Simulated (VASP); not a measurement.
Energy against volume of Na (bcc). Computed with RPBE GGA, VASP's PBE PAW potentials (set 64) (plane waves; VASP). Run with 520 eV cut-off, 12×12×12 Γ-centred mesh, first-order Methfessel-Paxton smearing of 0.10 eV, potentials Na_pv.

| V (Å³/atom) | E (eV/atom) |
|---|---|
| 37.923 | -1.19092 |
| 39.096 | -1.19231 |
| 40.269 | -1.19208 |
| 41.442 | -1.19046 |

Problem. Fit these four points and predict the energy of the run at 36.750 Å³/atom.

Solution. A cubic in V^(−2/3), the third-order Birch-Murnaghan form, passes through the four points with V0 = 39.50 Å³/atom and B0 = 7 GPa, and gives -1.1876 eV/atom there. The run gave -1.1877 eV/atom, -0.0 meV/atom from the fit; all five points give B0 = 7 GPa.

The compound is Na in the bcc structure. It was relaxed first.
